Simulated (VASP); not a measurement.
Input for VASP

INCAR:
```
ISIF=3
LCHARG=.FALSE.
LASPH=.TRUE.   # aspherical one-centre terms
ISMEAR=1
ALGO=Normal
EDIFFG=-0.02
SYSTEM=SiMo
LREAL=.FALSE.   # projection in real space or not
GGA=PS
LWAVE=.FALSE.
EDIFF=1E-6   # SCF stop (eV)
PREC=Accurate
NELM=100
SIGMA=0.1   # width (eV)
ENCUT=400   # plane-wave cut-off (eV)
LMAXMIX=4   # l cut-off of mixed one-centre charges
IBRION=2   # conjugate gradients
NSW=60   # most ionic steps
```

File KPOINTS:
```
K-points
0
G
6 6 7
0 0 0
```

**POSCAR**
```
SiMo
1.0
  5.3099986955   0.0000000188   0.0000000000
 -2.6549998158   4.5985939682   0.0000000000
  0.0000000000   0.0000000000   4.1500699716
Mo Si
3 3
Direct
  0.5000000000   0.0000000000   0.0000000000
  0.5000000000   0.5000000000   0.0000000000
  0.0000000000   0.5000000000   0.0000000000
  0.0000000000   0.0000000000   0.0000000000
  0.3333330000   0.6666670000   0.5000000000
  0.6666670000   0.3333330000   0.5000000000
```

POTCAR, in this order: Mo_sv Si (PBE.64 set). Program: vasp_std.

Question: Translate this PBEsol calculation to Quantum ESPRESSO's pw.x.

Answer: One equivalent input (not run):
```
&CONTROL
  calculation = 'vc-relax'
  pseudo_dir = './pseudo'
  outdir = './out'
  tprnfor = .true.
  tstress = .true.
  nstep = 60
  forc_conv_thr = 0.00078
/
&SYSTEM
  ibrav = 0
  nat = 6
  ntyp = 2
  ecutwfc = 80
  occupations = 'smearing'
  smearing = 'methfessel-paxton'
  degauss = 0.00735
  input_dft = 'pbesol'
/
&ELECTRONS
  conv_thr = 7.3e-08
  electron_maxstep = 100
/
&IONS
/
&CELL
/
ATOMIC_SPECIES
  Mo 95.950 Mo.upf
  Si 28.085 Si.upf
CELL_PARAMETERS angstrom
     5.3099987    0.0000000   -0.0000000
    -2.6549998    4.5985940    0.0000000
    -0.0000000   -0.0000000    4.1500700
ATOMIC_POSITIONS crystal
  Mo   0.5000000  0.0000000  0.0000000
  Mo   0.5000000  0.5000000  0.0000000
  Mo   0.0000000  0.5000000  0.0000000
  Si   0.0000000  0.0000000  0.0000000
  Si   0.3333330  0.6666670  0.5000000
  Si   0.6666670  0.3333330  0.5000000
K_POINTS automatic
  6 6 7 0 0 0
```
The two are equivalent in intent, not identical: the potentials are each code's own (VASP's PAW set, PseudoDojo norm-conserving files in pw.x), so ENCUT and ecutwfc are chosen apart and not converted; conv_thr bounds pw.x's estimated SCF error, while EDIFF bounds the energy change between steps; forc_conv_thr acts on force components and is met together with etot_conv_thr.

The structure was generated: SiMo was put into the CoSn type (P6/mmm), which need not be its known phase. This run relaxes it. Symmetry was kept, so distortions that lower it aren't found. The start is the result of an earlier pass.
